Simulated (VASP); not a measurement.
Level of theory: AM05 GGA, VASP's PBE PAW potentials (set 64) (plane waves; VASP 6.6.1).

The input files of a VASP run:

### INCAR
```
ALGO = Normal
EDIFF = 1E-7
ENCUT = 520
GGA = AM
ISIF = 2
ISMEAR = -5
LASPH = .TRUE.
LCHARG = .TRUE.
LMAXMIX = 6
LORBIT = 11
LREAL = .FALSE.
LWAVE = .FALSE.
NEDOS = 601
NELM = 100
PREC = Accurate
SYSTEM = GdN
```

KPOINTS:
```
Automatic mesh
0
Gamma
14 14 14
0 0 0
```

File POSCAR:
```
GdN
2.4629450
  0.0000000000   1.0000000872   1.0000000872
  1.0000000872   0.0000000000   1.0000000872
  1.0000000872   1.0000000872   0.0000000000
Gd N
1 1
direct
  0.0000000000   0.0000000000   0.0000000000
  0.5000000000   0.5000000000   0.5000000000
```

POTCAR, in this order: Gd_3 N (PBE.64 set). Program: vasp_std.

Output of the run:

OSZICAR:
```
       N       E                     dE             d eps       ncg     rms          rms(c)
DAV:   1     0.446471741469E+02    0.44647E+02   -0.68234E+03  2296   0.118E+03
DAV:   2    -0.155064221731E+02   -0.60154E+02   -0.56820E+02  3110   0.240E+02
DAV:   3    -0.185480907301E+02   -0.30417E+01   -0.30015E+01  2945   0.430E+01
DAV:   4    -0.185960232631E+02   -0.47933E-01   -0.47828E-01  2907   0.491E+00
DAV:   5    -0.185967665716E+02   -0.74331E-03   -0.74309E-03  3027   0.514E-01    0.295E+01
DAV:   6    -0.167916576169E+02    0.18051E+01   -0.16086E+01  2684   0.244E+01    0.259E+01
DAV:   7    -0.166190401425E+02    0.17262E+00   -0.12900E+00  2637   0.748E+00    0.173E+01
DAV:   8    -0.166154715219E+02    0.35686E-02   -0.10317E-01  2560   0.342E+00    0.478E+00
DAV:   9    -0.166119977232E+02    0.34738E-02   -0.12314E-02  2836   0.864E-01    0.489E-01
DAV:  10    -0.166121183922E+02   -0.12067E-03   -0.46041E-04  3049   0.227E-01    0.242E-01
DAV:  11    -0.166121042029E+02    0.14189E-04   -0.39543E-05  2813   0.609E-02    0.172E-02
DAV:  12    -0.166121045715E+02   -0.36858E-06   -0.28721E-06  2904   0.191E-02    0.900E-03
DAV:  13    -0.166121047791E+02   -0.20766E-06   -0.19106E-07  2635   0.410E-03    0.467E-03
DAV:  14    -0.166121047626E+02    0.16521E-07   -0.15087E-08  1762   0.144E-03
   1 F= -.16612105E+02 E0= -.16612105E+02  d E =0.000000E+00
```

### OUTCAR
```
------------------------ aborting loop because EDIFF is reached ----------------------------------------
  FORCE on cell =-STRESS in cart. coord.  units (eV):
  Direction    XX          YY          ZZ          XY          YZ          ZX
  --------------------------------------------------------------------------------------
  Total       -0.0106722     -0.0106722     -0.0106722      0.0000000      0.0000000     -0.0000000
  in kB       -0.5722273     -0.5722273     -0.5722273      0.0000000      0.0000000     -0.0000000
  external PRESSURE =      -0.5722273 kB  Pullay stress =       0.0000000 kB
  volume of cell :       29.88
      direct lattice vectors                 reciprocal lattice vectors
     0.000000000  2.462945215  2.462945215    -0.203008982  0.203008982  0.203008982
     2.462945215  0.000000000  2.462945215     0.203008982 -0.203008982  0.203008982
     2.462945215  2.462945215  0.000000000     0.203008982  0.203008982 -0.203008982
 POSITION                                       TOTAL-FORCE (eV/Angst)
 -----------------------------------------------------------------------------------
      0.00000      0.00000      0.00000         0.000000      0.000000      0.000000
      2.46295      2.46295      2.46295        -0.000000     -0.000000     -0.000000
 -----------------------------------------------------------------------------------
    total drift:                                0.000000      0.000000      0.000000
  FREE ENERGIE OF THE ION-ELECTRON SYSTEM (eV)
  ---------------------------------------------------
  free  energy   TOTEN  =       -16.6121047626 eV

  energy  without entropy=      -16.6121047626  energy(sigma->0) =      -16.61210476

 total charge

# of ion       s       p       d       tot
------------------------------------------
    1        0.270   6.648   1.330   8.248
    2        1.244   2.390   0.000   3.634
--------------------------------------------------
tot          1.514   9.038   1.330  11.882
```
(Selected blocks of OUTCAR.)

File OUTCAR:
```
 val. band max:        4.0532936746   @ k =   0.0000   0.0000   0.0000

 cond. band min:       3.8962293230   @ k =   0.5000   0.5000   0.0000


 Fermi energy:         4.0035081898

 k-point     1 :       0.0000    0.0000    0.0000
  band No.  band energies     occupation
      1     -15.5252      2.00000
      2     -15.5252      2.00000
      3     -15.5252      2.00000
      4      -8.8101      2.00000
      5       4.0533      1.96728
      6       4.0533      1.66884
      7       4.0533      1.66883
      8       7.0550      0.00000
      9       7.0550      0.00000
     10       7.0550      0.00000
     11       7.9747      0.00000

 k-point     2 :       0.0714    0.0000    0.0000
  band No.  band energies     occupation
      1     -15.6139      2.00000
      2     -15.5306      2.00000
      3     -15.5306      2.00000
      4      -8.6958      2.00000
      5       3.6883      2.00006
      6       3.8498      2.02056
      7       3.8498      2.02056
      8       7.1001      0.00000
      9       7.1953      0.00000
     10       7.1953      0.00000
     11       8.3099      0.00000

 k-point     3 :       0.1429    0.0000    0.0000
  band No.  band energies     occupation
      1     -15.8494      2.00000
      2     -15.5457      2.00000
      3     -15.5457      2.00000
      4      -8.3870      2.00000
      5       2.8786      2.00000
      6       3.3716      2.00000
      7       3.3716      2.00000
      8       7.2054      0.00000
      9       7.5839      0.00000
     10       7.5839      0.00000
     11       9.1182      0.00000

 k-point     4 :       0.2143    0.0000    0.0000
  band No.  band energies     occupation
      1     -16.1611      2.00000
      2     -15.5675      2.00000
      3     -15.5675      2.00000
      4      -7.9627      2.00000
      5       1.9682      2.00000
      6       2.8228      2.00000
      7       2.8228      2.00000
      8       7.4430      0.00000
      9       8.1758      0.00000
...
```

The 4f electrons are frozen in the core of the lanthanide potential, so 4f levels, which can set the real gap, and their magnetism are missing. For a metal the tetrahedron method with Blöchl corrections gives inexact stress and forces.

The compound is GdN in the rock salt structure. It was relaxed first.
